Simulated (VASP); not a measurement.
Given:

```yaml
crystal:
  lattice:
    - [1.51745, -2.60453, 0.00000]
    - [1.51745, 2.60453, 0.00000]
    - [0.00000, 0.00000, 4.55275]
  atoms:
    - { symbol: Ti, position: [0.33333, 0.66667, 0.25000] }
    - { symbol: Ti, position: [0.67362, 0.34028, 0.75000] }
```
Cell charge +0.1.

All values below come from PBE GGA, VASP's PBE PAW potentials (set 64) (plane waves; VASP). Numerical set-up: NELECT = 23.9, 400 eV cut-off, 12×12×7 Γ-centred mesh, Gaussian smearing of 0.050 eV, potentials Ti_sv.

The cell is charged, with a uniform compensating background.

Task: Predict the energy per atom (σ→0), pressure, band gap (on the k-mesh) with the smallest direct gap where there is one.

Result: 
band gap (on the k-mesh): none (metal, semimetal or under 0.01 eV)
energy per atom (σ→0): -8.208 eV/atom
pressure: -88.5 kbar

Total energies compare only between runs with the same potentials, cut-off and functional.

The compound is Ti in the hcp structure. The cell was not relaxed at this level, atoms are displaced from their ideal sites. The run is one of a series of settings (ISMEAR = 0, NELECT = 23.9, SIGMA = 0.05 against the base run), some of them coarse on purpose.
